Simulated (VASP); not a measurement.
Level of theory: PBE GGA with D3 dispersion (Becke-Johnson damping), VASP's PBE PAW potentials (set 64) (plane waves; VASP).

VASP input:

**POSCAR**
```
SrVO3
1
    3.9119953897     0.0000000000     0.0000000000
    0.0000000000     3.9119953897     0.0000000000
    0.0000000000     0.0000000000     3.9119953897
Sr V O
1 1 3
Direct
  0.0000000000   0.0000000000   0.0000000000
  0.5000000000   0.5000000000   0.5000000000
  0.5000000000   0.0000000000   0.5000000000
  0.0000000000   0.5000000000   0.5000000000
  0.5000000000   0.5000000000   0.0000000000
```

INCAR:
```
SYSTEM = SrVO3
PREC = Accurate; ENCUT = 520; LREAL = .FALSE.
LASPH = .TRUE.
EDIFF = 1E-7; NELM = 100; ALGO = Normal
LMAXMIX = 4
ISMEAR = 1; SIGMA = 0.1
GGA = PE; IVDW = 12
ISIF = 2
LWAVE = .FALSE.; LCHARG = .FALSE.
```

KPOINTS:
```
K-points
0
Gamma
  8 8 8
0 0 0
```

POTCAR, in this order: Sr_sv V_sv O (PBE.64 set). Program: vasp_std.

The resulting files:

File OSZICAR:
```
       N       E                     dE             d eps       ncg     rms          rms(c)
DAV:   1     0.454349720647E+03    0.45435E+03   -0.24112E+04  1680   0.178E+03
DAV:   2    -0.226275728085E+02   -0.47698E+03   -0.47169E+03  2176   0.485E+02
DAV:   3    -0.491066746667E+02   -0.26479E+02   -0.26363E+02  1736   0.125E+02
DAV:   4    -0.499442312308E+02   -0.83756E+00   -0.83709E+00  2920   0.194E+01
DAV:   5    -0.499531874870E+02   -0.89563E-02   -0.89546E-02  2016   0.163E+00    0.351E+01
DAV:   6    -0.414128205802E+02    0.85404E+01   -0.10566E+02  2208   0.733E+01    0.196E+01
DAV:   7    -0.401590473951E+02    0.12538E+01   -0.42954E+01  1992   0.559E+01    0.164E+01
DAV:   8    -0.392967875495E+02    0.86226E+00   -0.33333E+00  1816   0.158E+01    0.580E+00
DAV:   9    -0.392832079520E+02    0.13580E-01   -0.12328E+00  2088   0.816E+00    0.258E+00
DAV:  10    -0.392451018079E+02    0.38106E-01   -0.59122E-01  1896   0.673E+00    0.112E+00
DAV:  11    -0.392348516898E+02    0.10250E-01   -0.71464E-02  1864   0.224E+00    0.246E-01
DAV:  12    -0.392349870348E+02   -0.13535E-03   -0.42515E-03  2120   0.475E-01    0.131E-01
DAV:  13    -0.392348480771E+02    0.13896E-03   -0.52054E-04  2136   0.156E-01    0.422E-02
DAV:  14    -0.392348253149E+02    0.22762E-04   -0.29942E-04  1792   0.946E-02    0.295E-02
DAV:  15    -0.392348237926E+02    0.15223E-05   -0.68821E-05  2000   0.730E-02    0.166E-02
DAV:  16    -0.392348223226E+02    0.14700E-05   -0.83183E-06  1904   0.248E-02    0.222E-03
DAV:  17    -0.392348223923E+02   -0.69640E-07   -0.43623E-07  1720   0.437E-03
   1 F= -.40492012E+02 E0= -.40491191E+02  d E =-.246384E-02
```

**OUTCAR**
```
------------------------ aborting loop because EDIFF is reached ----------------------------------------
 Edisp (eV)   -1.25719
  FORCE on cell =-STRESS in cart. coord.  units (eV):
  Direction    XX          YY          ZZ          XY          YZ          ZX
  --------------------------------------------------------------------------------------
  Total      -3.58908    -3.58908    -3.58908     0.00000     0.00000     0.00000
  in kB     -96.05022   -96.05022   -96.05022     0.00000     0.00000     0.00000
  external pressure =      -96.05 kB  Pullay stress =        0.00 kB
  volume of cell :       59.87
      direct lattice vectors                 reciprocal lattice vectors
     3.911995390  0.000000000  0.000000000     0.255624023  0.000000000  0.000000000
     0.000000000  3.911995390  0.000000000     0.000000000  0.255624023  0.000000000
     0.000000000  0.000000000  3.911995390     0.000000000  0.000000000  0.255624023
 POSITION                                       TOTAL-FORCE (eV/Angst)
 -----------------------------------------------------------------------------------
      0.00000      0.00000      0.00000         0.000000      0.000000      0.000000
      1.95600      1.95600      1.95600         0.000000      0.000000      0.000000
      1.95600      0.00000      1.95600         0.000000      0.000000      0.000000
      0.00000      1.95600      1.95600         0.000000      0.000000      0.000000
      1.95600      1.95600      0.00000         0.000000      0.000000      0.000000
 -----------------------------------------------------------------------------------
    total drift:                                0.000000      0.000000     -0.000000
  FREE ENERGIE OF THE ION-ELECTRON SYSTEM (eV)
  ---------------------------------------------------
  free  energy   TOTEN  =       -40.4920120898 eV

  energy  without entropy=      -40.4895482540  energy(sigma->0) =      -40.49119081
```
(Selected blocks of OUTCAR.)

The compound is SrVO3 in the cubic perovskite structure. This cell is one point of a volume scan, at 1.06 of the reference volume. The run is not spin-polarised, so no magnetic state was tried. The electron count is odd and the run is not spin-polarised, which forces a metal.
